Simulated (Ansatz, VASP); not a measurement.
# Pd3Cl in VASP and in Ansatz

```
CELL_PARAMETERS angstrom
2.78759 0.00000 0.00000
-1.39380 2.41413 0.00000
0.00000 0.00000 20.05212
ATOMIC_POSITIONS crystal
Pd 0.66667 0.33333 0.19948
Pd 0.33333 0.66667 0.31299
Pd 0.00000 0.00000 0.42649
Cl 0.16667 0.33333 0.53887
```

Alike in both runs: functional PBE; k mesh 12 × 12 × 1; occupations gaussian, width 0.1 eV; no spin polarisation.

Ansatz relaxed the structure, and its values are those at the end. VASP's run is a single point on that final structure, the one shown.

```csv
,VASP,Ansatz
version,VASP 6.6.1,Ansatz 0.2.0
potentials or method,"VASP PAW PBE potentials, release 64 (Pd, Cl)","scalar-relativistic, plane waves, PAW"
plane-wave cutoff (eV),520,420
valence electrons in the cell,37,61
```

|  | VASP | Ansatz | Ansatz less VASP |
| --- | --- | --- | --- |
| gap on the k mesh at the Fermi level (eV) | none | none | - |
| rms of the force components (eV/Å) | 0.125 | 0.125 | -0.0002 |
| work function, face that differs most (eV) | 5.78 | 5.78 | +0.003 |

A gap of «none» marks a metal or a gap that the smearing closes. The two sets of potentials don't hold the same shells in valence. Ansatz warned: «xc_potential_rough_in_thin_density».

Caveats: an odd number of electrons without spin polarisation forces a metal; a magnetic or distorted state may lie lower.
